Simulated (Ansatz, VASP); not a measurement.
## Cross-check of Zn (Zinc) between VASP and Ansatz

Aim: how closely do two programs agree when they are given the same cell, functional and k mesh? The structure shown comes from an earlier Ansatz run, which isn't shown and may have moved the atoms alone.

Program: Ansatz 0.2.0. Level of theory: plane waves, with VASP 6.6.1 beside it; elastic constants at LDA. Results are calculated unless marked as measured.

## 1. Starting point

Symmetry: P6_3/mmc, No. 194, hexagonal system. Conventional cell: a = 2.557 Å, b = 2.557 Å, c = 4.820 Å, α = 90.00°, β = 90.00°, γ = 120.00°. Nearest to Zn lie 12 Zn at 2.56 to 2.83 Å.

As a file:

```cif
data_structure
_symmetry_space_group_name_H-M 'P6_3/mmc'
_symmetry_Int_Tables_number 194
_cell_length_a 2.5571
_cell_length_b 2.5571
_cell_length_c 4.8203
_cell_angle_alpha 90.000
_cell_angle_beta 90.000
_cell_angle_gamma 120.000
_cell_volume 27.30
loop_
_atom_site_label
_atom_site_type_symbol
_atom_site_symmetry_multiplicity
_atom_site_Wyckoff_symbol
_atom_site_fract_x
_atom_site_fract_y
_atom_site_fract_z
_atom_site_occupancy
Zn1 Zn 2 c 0.33333 0.66667 0.25000 1
```

## 2. Ansatz: elastic constants, LDA

Ansatz runs on its default PAW (the set named soft_2) files.

Elastic constants are differences of stresses under small strains, so they test the stress and the mesh.

The input, input.yaml:

```yaml
crystal:
  lattice:
    - [2.5571295008, 0.0, 0.0]
    - [-1.2785647504, 2.2145391084, 0.0]
    - [0.0, 0.0, 4.820270457]
  atoms:
    - { symbol: Zn, position: [0.3333333333, 0.6666666667, 0.25] }
    - { symbol: Zn, position: [0.6666666667, 0.3333333333, 0.75] }
kpoints:
  mp_grid: { grid: [24, 24, 10] }
hamiltonian:
  xc: lda
scf:
  occupations: { method: methfessel_paxton, width: 0.25 }
output:
  forces: true
  stress: true
  eigenvalues: true
elastic:
  mode: relaxed_ion
  stencil: two_point
  amplitude: 0.01
```

Started as:

```
ansatz run input.yaml --threads 4 --pin off --max-ram 16384MiB --backend cpu --events-out ev --progress --plain --runs-dir out
```

Numbers of over 12 decimals in the logs are rounded to 6 here.

What it wrote:

```text
Engine: ansatz 0.2.0, aarch64-unknown-linux-gnu
Pseudopotentials: kind: paw
Pseudopotential: Zn, paw, valence charge 12, recommended cutoff 420 eV (normal), Zn.paw.azcp
Functional definition: SPW92
  exchange = slater_x
  correlation = pw_c
Crystal: 2 atoms, lattice volume = 27.297 Å³
Basis set: ecut = 420 eV, 527 PW (Γ)
Bands: 16, of which v1, the nominal top of the filled ones, is band 12 counted from 1 (11 counted from 0)
Symmetry: 24 space group operations
Space group: P63/mmc (ITA 194), of the structure as read, at distance tolerance 3.0e-5 Å
k-points: 366 of 5760
Non-local potential: Zn, projectors of the file, l = 0: 2, l = 1: 2, l = 2: 3, l = 3: 1
PAW form: soft (Blöchl's): semilocal exchange-correlation on the pseudo side does not see the compensation charge
PAW frozen core: Zn, regenerated for the run's functional, and the local potential with it (the file was generated under x = pbe(κ = 0.804, μ = 0.219515), c = pbe(β = 0.066725))
PAW one-centre angular grid: Zn, 590 points (default); XC on 64 Gauss nodes
Initial density: superposition of atomic densities (neutral atoms: chi_scale 0, normalization atom), corrected by the library's trained network
Initial wavefunctions: pseudopotential atomic-orbital guess
Functional: x = slater, c = lda
SCF iter   1: F=—  HF=-6492.516393 eV  |F-HF|=—  |Δ(HF+E_count)|=         —  Δρ=6.26e-3  dr2=3.84e-3  ethr=1.77e-3  ⟨swp⟩=4.9  Hψ=27302  notcnv=0
preconditioner: auto → none  [metal: Δε(μ)=0.025 eV  Ē_g=13.868 eV  σ=0.250 eV  W_gap=0.09  n_scr=4 (ndim 8)  ℏωp=34.8 eV  f_vac=0.000  D(μ)=0.29/eV (n_scr^D=2)  sad-step TF]
SCF iter   2: F=—  HF=-6492.515895 eV  |F-HF|=—  |Δ(HF+E_count)|=   4.98e-4  S|Δr|=    0.00e0  Δρ=1.63e-3  dr2=4.19e-4  ethr=1.60e-5  ⟨swp⟩=2.0  Hψ=12751  notcnv=0
SCF iter   3: F=—  HF=-6492.515703 eV  |F-HF|=—  |Δ(HF+E_count)|=   1.92e-4  S|Δr|=    0.00e0  Δρ=1.41e-3  dr2=1.87e-4  ethr=1.75e-6  ⟨swp⟩=2.0  Hψ=10032  notcnv=0
SCF iter   4: F=—  HF=-6492.515688 eV  |F-HF|=—  |Δ(HF+E_count)|=   1.46e-5  S|Δr|=    0.00e0  Δρ=3.65e-4  dr2=1.31e-5  ethr=7.79e-7  ⟨swp⟩=1.0  Hψ=5852  notcnv=0
SCF iter   5: F=—  HF=-6492.515687 eV  |F-HF|=—  |Δ(HF+E_count)|=   9.16e-7  S|Δr|=    0.00e0  Δρ=5.67e-5  dr2=3.87e-7  ethr=5.45e-8  ⟨swp⟩=1.0  Hψ=5853  notcnv=0
SCF iter   6: F=—  HF=-6492.515688 eV  |F-HF|=—  |Δ(HF+E_count)|=   5.09e-7  S|Δr|=    0.00e0  Δρ=6.70e-6  dr2=4.93e-9  ethr=1.61e-9  ⟨swp⟩=1.2  Hψ=6466  notcnv=0
SCF iter   7: F=—  HF=-6492.515688 eV  |F-HF|=—  |Δ(HF+E_count)|=   1.76e-9  S|Δr|=    0.00e0  Δρ=3.38e-7  dr2=1.19e-11  ethr=2.05e-11  ⟨swp⟩=2.1  Hψ=9483  notcnv=0
SCF iter   8: F=—  HF=-6492.515688 eV  |F-HF|=—  |Δ(HF+E_count)|=  6.37e-12  S|Δr|=    0.00e0  Δρ=5.15e-8  dr2=3.49e-13  ethr=4.96e-14 (applied; sched 1.00e-12)  ⟨swp⟩=2.2  Hψ=9793  notcnv=0  defer=4
SCF iter   9: F=-6492.515688 eV  HF=-6492.515688 eV  |F-HF|=9.09e-13  |Δ(HF+E_count)|=    0.00e0  S|Δr|=    0.00e0  Δρ=1.78e-9  dr2=3.57e-16  ethr=1.00e-12  ⟨swp⟩=4.2  Hψ=20978  notcnv=0
SCF 1 converged in 9 iterations: F = -6492.515688 eV  dr2 = 3.57e-16
  greatest PAW one-centre occupation: 0.981 electrons in one spin orbital (limit 2), on the Zn atom at site 1 (counted from 0), in its partial waves of l = 2
Crystal: 2 atoms, lattice volume = 27.024 Å³
Symmetry: 8 space group operations
k-points: 942 of 5760
Initial density: handed on by an earlier stage of this run
Initial wavefunctions: pseudopotential atomic-orbital guess (no wavefunctions were taken with the density)
iter 1 solved again at ethr=5.87e-4 eV; its pass at ethr=3.10e-3 eV (dr2=1.41e-1 eV) is discarded
SCF iter   1: F=—  HF=-6492.567652 eV  |F-HF|=—  |Δ(HF+E_count)|=         —  Δρ=3.88e-2  dr2=1.41e-1  ethr=5.87e-4  ⟨swp⟩=1.0  Hψ=91953  notcnv=0
preconditioner: auto → none  [metal: Δε(μ)=0.026 eV  Ē_g=13.667 eV  σ=0.250 eV  W_gap=0.09  n_scr=4 (ndim 8)  ℏωp=35.0 eV  f_vac=0.000  D(μ)=0.29/eV (n_scr^D=2)]
SCF iter   2: F=—  HF=-6492.529346 eV  |F-HF|=—  |Δ(HF+E_count)|=   3.83e-2  S|Δr|=    0.00e0  Δρ=1.28e-2  dr2=2.18e-2  ethr=5.87e-4  ⟨swp⟩=2.0  Hψ=29882  notcnv=0
SCF iter   3: F=—  HF=-6492.514469 eV  |F-HF|=—  |Δ(HF+E_count)|=   1.49e-2  S|Δr|=    0.00e0  Δρ=8.35e-3  dr2=3.76e-3  ethr=9.09e-5  ⟨swp⟩=2.0  Hψ=33325  notcnv=0
SCF iter   4: F=—  HF=-6492.513300 eV  |F-HF|=—  |Δ(HF+E_count)|=   1.17e-3  S|Δr|=    0.00e0  Δρ=1.50e-3  dr2=1.35e-4  ethr=1.57e-5  ⟨swp⟩=2.6  Hψ=27019  notcnv=0
SCF iter   5: F=—  HF=-6492.513434 eV  |F-HF|=—  |Δ(HF+E_count)|=   1.33e-4  S|Δr|=    0.00e0  Δρ=1.93e-4  dr2=5.01e-6  ethr=5.63e-7  ⟨swp⟩=2.0  Hψ=25840  notcnv=0
SCF iter   6: F=—  HF=-6492.513435 eV  |F-HF|=—  |Δ(HF+E_count)|=   1.24e-6  S|Δr|=    0.00e0  Δρ=1.11e-5  dr2=1.85e-8  ethr=2.09e-8  ⟨swp⟩=2.0  Hψ=25192  notcnv=0
SCF iter   7: F=—  HF=-6492.513435 eV  |F-HF|=—  |Δ(HF+E_count)|=   8.99e-8  S|Δr|=    0.00e0  Δρ=7.84e-7  dr2=6.24e-11  ethr=7.71e-11  ⟨swp⟩=2.0  Hψ=26402  notcnv=0
[...]
SCF iter   3: F=—  HF=-6492.515302 eV  |F-HF|=—  |Δ(HF+E_count)|=   1.41e-3  S|Δr|=    0.00e0  Δρ=2.78e-4  dr2=3.48e-6  ethr=1.20e-5  ⟨swp⟩=2.6  Hψ=41989  notcnv=0
SCF iter   4: F=—  HF=-6492.515305 eV  |F-HF|=—  |Δ(HF+E_count)|=   3.47e-6  S|Δr|=    0.00e0  Δρ=1.62e-5  dr2=4.46e-8  ethr=1.45e-8  ⟨swp⟩=2.4  Hψ=42191  notcnv=0
[...]
SCF iter   9: F=—  HF=-6492.515306 eV  |F-HF|=—  |Δ(HF+E_count)|=  2.73e-12  S|Δr|=    0.00e0  Δρ=2.45e-8  dr2=3.50e-13  ethr=2.50e-14 (applied; sched 1.00e-12)  ⟨swp⟩=2.6  Hψ=39372  notcnv=0
SCF iter  10: F=-6492.515306 eV  HF=-6492.515306 eV  |F-HF|=2.73e-12  |Δ(HF+E_count)|=  1.82e-12  S|Δr|=    0.00e0  Δρ=3.74e-9  dr2=7.59e-15  ethr=1.00e-12  ⟨swp⟩=4.0  Hψ=81713  notcnv=0
SCF 15 converged in 10 iterations: F = -6492.515306 eV  dr2 = 7.59e-15
relax step   1: F+E_penalty+E_count = -6492.51530557 eV  Δ(F+E_penalty+E_count) = +0.000e0 eV  max|allowed force component| = 3.009e-4 eV/Å  Δτ_max = 0.0000 Å  (10 SCF iters, accepted)
[...]
relax step   2: F+E_penalty+E_count = -6492.51530564 eV  Δ(F+E_penalty+E_count) = -6.539e-8 eV  max|allowed force component| = 5.054e-5 eV/Å  Δτ_max = 0.0002 Å  (6 SCF iters, accepted)
[...]
relax step   3: F+E_penalty+E_count = -6492.51530564 eV  Δ(F+E_penalty+E_count) = -3.365e-10 eV  max|allowed force component| = 2.646e-5 eV/Å  Δτ_max = 0.0000 Å  (5 SCF iters, accepted)
iter 1 solved again at ethr=1.00e-12 eV; its pass at ethr=3.10e-3 eV (dr2=7.03e-15 eV) is discarded
SCF iter   1: F=—  HF=-6492.515306 eV  |F-HF|=—  |Δ(HF+E_count)|=         —  Δρ=1.26e-9  dr2=7.56e-16  ethr=1.00e-12  ⟨swp⟩=2.5  Hψ=137677  notcnv=0
SCF iter   2: F=-6492.515306 eV  HF=-6492.515306 eV  |F-HF|=9.09e-13  |Δ(HF+E_count)|=    0.00e0  S|Δr|=    0.00e0  Δρ=6.17e-10  dr2=2.18e-16  ethr=1.00e-12  ⟨swp⟩=4.0  Hψ=78614  notcnv=0
SCF 18 converged in 2 iterations: F = -6492.515306 eV  dr2 = 2.18e-16
SCF converged after 9 iterations
Stability not checked: this state was not tested for a lower state beside it, because cold or Methfessel-Paxton smearing, or corrected tetrahedra, fill the levels in a way that the test cannot read (fill_not_monotonic; see scf.lower_state_search)
Free energy (F): -6492.515688 eV
Harris-Foulkes:  -6492.515688 eV  (|F-HF|=9.09e-13)
Internal energy: -6492.516788 eV  (E = F + TS)
E sigma→0 (E₀):  -6492.515963 eV
Entropy (-TS):   0.001100 eV (0.550 meV/atom)
Fermi energy:    12.274880 eV
--- Per-component energies (eV) ---
  E_band       = 120.203365
  E_kinetic    = 265.310973
  E_local      = -2943.073307  (includes V_loc(G=0)·N_el)
  E_nonlocal   = 1225.212795
  E_hartree    = 1233.140868
  E_xc         = -273.919920
  E_vxc        = -110.579064  (∫ρ·V_xc dr)
  E_paw        = -3504.677230  (= ΣΔE_a)
  E_vpaw       = -782.948986  (= ΣTr[D̂ρ^β])
  E_aug_tail   = -0.000783  (compensation charges beyond the density's cutoff)
  E_ewald      = -2497.624467
  E_core_change = 3.114283  (= ΣΔE_core)
  E_smearing   = 0.001100  (= −TS)
  E_closure    = 0.000000  (closes the sum)
  Σ components = -6492.515688   (vs F -6492.515688, Δ=0.00e0)
--- Forces (eV/Å), atoms counted from 1 ---
  atom   1  Zn     0.00000000     0.00000000     0.00000000
  atom   2  Zn     0.00000000    -0.00000000     0.00000000
  max |Σ_I F_I| component: 7.40e-17 eV/Å
--- Stress (GPa, compression-positive) ---
       -0.016944       0.000000       0.000000
       -0.000000      -0.016944       0.000000
        0.000000       0.000000      -0.020270
  P = ⅓ Tr σ = -0.0181 GPa (-0.181 kbar)
--- Band table (eV; the first three rows and the last of 366) ---
  k-point 0: bands = [... 8 lower, 4.8118, 5.0500, 5.0500, 8.1100, 9.1717, 26.2349, 30.1766, 31.3392]
  k-point 1: bands = [... 8 lower, 4.8198, 5.0458, 5.0458, 7.2693, 10.1551, 25.1095, 31.3090, 31.4040]
  k-point 2: bands = [... 8 lower, 4.8420, 5.0332, 5.0332, 6.2096, 11.6504, 23.1053, 31.5952, 31.5952]
  k-point 365: bands = [... 8 lower, 5.0310, 5.0310, 13.3624, 13.3624, 14.2789, 14.2789, 14.9648, 14.9648]
--- Elastic constants: 3 strain directions × 2 members + reference (group order 24) ---
  dense FFT box of the reference and of every strained cell: 18×18×36
  strains applied: 11, 33, 23; error gains: componentwise 1.00 (the most a stress slope's error grows in a printed constant), spectral 1.41 (1 for all six strains in a standard setting)
  C = ∂σ_k/∂η_j (tension-positive GPa; Voigt order 11 22 33 23 13 12):
       259.818     53.973     51.435      0.000      0.000     -0.000
        53.973    259.818     51.435      0.000      0.000      0.000
        52.854     52.854    110.686      0.000      0.000      0.000
         0.000      0.000      0.000     45.514      0.000      0.000
         0.000      0.000      0.000      0.000     45.514      0.000
        -0.000      0.000      0.000      0.000      0.000    102.923
  reference stress σ⁰ (GPa):      0.017      0.017      0.020     -0.000     -0.000      0.000
  C* (energy form; C + prestress term) asymmetry max|C*_kj − C*_jk| = 1.422e0 GPa — a small one proves nothing (zero by symmetry where the batch's group is 432, −43m or m−3m); a large one is finite-difference/SCF noise where every solve meets its electron count
  moduli (Voigt/Reuss/Hill, GPa): K = 105.21/89.70/97.45   G = 70.26/58.88/64.57   E = 158.66   ν = 0.229
  mechanically stable: yes (min eigenvalue of sym C = 45.51 GPa)
  strain η (Voigt 11):  stress-route row diagonal C_11 = 259.82 GPa, energy-path curvature d²(F+E_count+ΔE)/dδ²/Ω₀ = 261.06 GPa
         δ    σ_11 (GPa)             F (eV)   n_scf  n_hpsi   n_pw
    -1.000e-2      -2.6985       -6492.5134357       2  148759    560   relax 3 steps, max|allowed force component| 1.04e-6 eV/Å
     1.000e-2       2.4978       -6492.5134988       2  151353    568   relax 2 steps, max|allowed force component| 3.37e-5 eV/Å
  strain η (Voigt 33):  stress-route row diagonal C_33 = 110.69 GPa, energy-path curvature d²(F+E_count+ΔE)/dδ²/Ω₀ = 110.75 GPa
         δ    σ_33 (GPa)             F (eV)   n_scf  n_hpsi   n_pw
    -1.000e-2      -1.1595       -6492.5147398       8  124552    568   relax 0 steps, max|allowed force component| 2.96e-16 eV/Å
     1.000e-2       1.0542       -6492.5147580       6  102823    568   relax 0 steps, max|allowed force component| 1.57e-16 eV/Å
  strain η (Voigt 23):  stress-route row diagonal C_44 = 45.51 GPa, energy-path curvature d²(F+E_count+ΔE)/dδ²/Ω₀ = 45.27 GPa
         δ    σ_23 (GPa)             F (eV)   n_scf  n_hpsi   n_pw
    -1.000e-2      -0.4551       -6492.5153056       2  243417    568   relax 3 steps, max|allowed force component| 1.05e-5 eV/Å
     1.000e-2       0.4551       -6492.5153056       2  240507    568   relax 3 steps, max|allowed force component| 2.65e-5 eV/Å
```

Reading the cycles: dr2 is the Hartree energy of the density residual (eV), the measure of convergence; HF is the Harris–Foulkes estimate of the energy, which meets the free energy F at convergence.

(Continued in part 2 of 2.)

[Lines on the potential files, build, host, timing and source positions are cut from VASP's logs without a mark.]

[Logs are printed without paths, hosts, clocks, repeated set-up lines and the standing remarks that a program may print on its own settings, such as how far it seeks lower states.]

[Hosts, paths, dates, database ids (printed as entryN), source tags and the programs' standing remarks are cut or masked in the printed files.]
